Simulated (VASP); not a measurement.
Input for VASP

File POSCAR:
```
Ga
1
    2.2600446179    -3.8300297196    -0.0000000000
    2.2600139769     3.8300112477     0.0000000000
    0.0000000000     0.0000000000     4.5299872952
Ga
4
Direct
  0.1549000000   0.8451000000   0.9190000000
  0.3451000000   0.6549000000   0.4190000000
  0.6549000000   0.3451000000   0.5810000000
  0.8451000000   0.1549000000   0.0810000000
```

KPOINTS:
```
Automatic mesh
0
Gamma
6 6 5
0 0 0
```

### INCAR
```
SYSTEM = Ga
PREC = Accurate
ENCUT = 400
EDIFF = 1E-6
NELM = 100
ALGO = Normal
LREAL = .FALSE.
LASPH = .TRUE.
ISMEAR = 1
SIGMA = 0.1
GGA = PE
LMAXMIX = 4
LWAVE = .FALSE.
LCHARG = .FALSE.
ISIF = 2
```

POTCAR, in this order: Ga_d (PBE.64 set). Program: vasp_std.

Task: One choice in this input is risky. Which, and does it do harm here?

Result: The risk: the lattice vectors carry noise near SYMPREC. Here it does no harm: the run (PBE GGA, plane waves, VASP's PBE PAW potentials (set 64)) converges to the same energy and pressure as with the safe setting.
OSZICAR:
```
       N       E                     dE             d eps       ncg     rms          rms(c)
DAV:   1     0.325847169483E+03    0.32585E+03   -0.22776E+04  2447   0.272E+03
DAV:   2     0.248743184015E+02   -0.30097E+03   -0.29630E+03  2537   0.508E+02
DAV:   3    -0.107821453277E+02   -0.35656E+02   -0.35382E+02  2782   0.142E+02
DAV:   4    -0.116787789800E+02   -0.89663E+00   -0.89534E+00  2674   0.273E+01
DAV:   5    -0.116995910109E+02   -0.20812E-01   -0.20805E-01  2933   0.405E+00    0.252E+00
DAV:   6    -0.116219776558E+02    0.77613E-01   -0.20908E-01  2913   0.646E+00    0.139E+00
DAV:   7    -0.116068779658E+02    0.15100E-01   -0.61287E-02  3319   0.284E+00    0.309E-01
DAV:   8    -0.116058323855E+02    0.10456E-02   -0.15020E-02  2628   0.142E+00    0.488E-02
DAV:   9    -0.116059900796E+02   -0.15769E-03   -0.11489E-03  2720   0.380E-01    0.261E-02
DAV:  10    -0.116060008405E+02   -0.10761E-04   -0.24379E-04  2824   0.179E-01    0.639E-03
DAV:  11    -0.116060031029E+02   -0.22624E-05   -0.44651E-05  2789   0.823E-02    0.535E-03
DAV:  12    -0.116060025036E+02    0.59933E-06   -0.13126E-05  2829   0.442E-02    0.723E-04
DAV:  13    -0.116060025585E+02   -0.54875E-07   -0.10197E-06  1713   0.981E-03
   1 F= -.11606003E+02 E0= -.11605487E+02  d E =-.154721E-02
```

The compound is Ga in the alpha structure. The cell was not relaxed at this level.
